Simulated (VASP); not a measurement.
Given:

```xyz
2
Lattice="0.0000 2.8850 2.8850 2.8850 0.0000 2.8850 2.8850 2.8850 0.0000" Properties=species:S:1:pos:R:3 pbc="T T T"
Ag     0.0000     0.0000     0.0000
Br     2.8850     2.8850     2.8850
```

Level of theory: PBE GGA, VASP's PBE PAW potentials (set 64) (plane waves; VASP). Settings: ADDGRID = .TRUE., 400 eV cut-off, 7×7×7 Γ-centred mesh, Gaussian smearing of 0.050 eV, potentials Ag Br.

### Question
What does the run give for the energy per atom (σ→0), pressure?

### Answer

```json
{
 "energy per atom (σ→0)": "-2.496 eV/atom",
 "pressure": "1.34 GPa"
}
```

Total energies compare only between runs with the same potentials, cut-off and functional.

The compound is AgBr in the rock salt structure. The cell was not relaxed at this level. The run is one of a series of settings (ADDGRID = .TRUE. against the base run), some of them coarse on purpose.
